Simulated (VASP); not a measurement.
The input files of a VASP run:

**KPOINTS**
```
Automatic mesh
0
Gamma
14 14 14
0 0 0
```

**POSCAR**
```
Nb
1
   -1.6500000000     1.6500000000     1.6500000000
    1.6500000000    -1.6500000000     1.6500000000
    1.6500000000     1.6500000000    -1.6500000000
Nb
1
Direct
  0.0000000000   0.0000000000   0.0000000000
```

### INCAR
```
GGA = PE
LCHARG = .FALSE.
LWAVE = .FALSE.
NELM = 100   ! most electronic steps
ISMEAR = 1   ! Methfessel-Paxton
SYSTEM = Nb
SIGMA = 0.1   ! width (eV)
ALGO = Normal   ! blocked Davidson
ISIF = 2   ! forces and stress, cell fixed
LASPH = .TRUE.   ! aspherical one-centre terms
EDIFF = 1E-6   ! SCF stop (eV)
LMAXMIX = 4   ! l cut-off of mixed one-centre charges
LREAL = .FALSE.   ! projection in real space or not
ENCUT = 400
PREC = Accurate
```

POTCAR, in this order: Nb_sv (PBE.64 set). Program: vasp_std.

**Question.** Write an equivalent input for Quantum ESPRESSO's pw.x.

**Answer.** One equivalent input (not run):
```
&CONTROL
  calculation = 'scf'
  pseudo_dir = './pseudo'
  outdir = './out'
  tprnfor = .true.
  tstress = .true.
/
&SYSTEM
  ibrav = 0
  nat = 1
  ntyp = 1
  ecutwfc = 82
  occupations = 'smearing'
  smearing = 'methfessel-paxton'
  degauss = 0.00735
  input_dft = 'pbe'
/
&ELECTRONS
  conv_thr = 7.3e-08
  electron_maxstep = 100
/
ATOMIC_SPECIES
  Nb 92.906 Nb.upf
CELL_PARAMETERS angstrom
    -1.6500000    1.6500000    1.6500000
     1.6500000   -1.6500000    1.6500000
     1.6500000    1.6500000   -1.6500000
ATOMIC_POSITIONS crystal
  Nb   0.0000000  0.0000000  0.0000000
K_POINTS automatic
  14 14 14 0 0 0
```
The two are equivalent in intent, not identical: the potentials are each code's own (VASP's PAW set, PseudoDojo norm-conserving files in pw.x), so ENCUT and ecutwfc are chosen apart and not converted; conv_thr bounds pw.x's estimated SCF error, while EDIFF bounds the energy change between steps.

The compound is Nb in the bcc structure. The cell was not relaxed at this level.
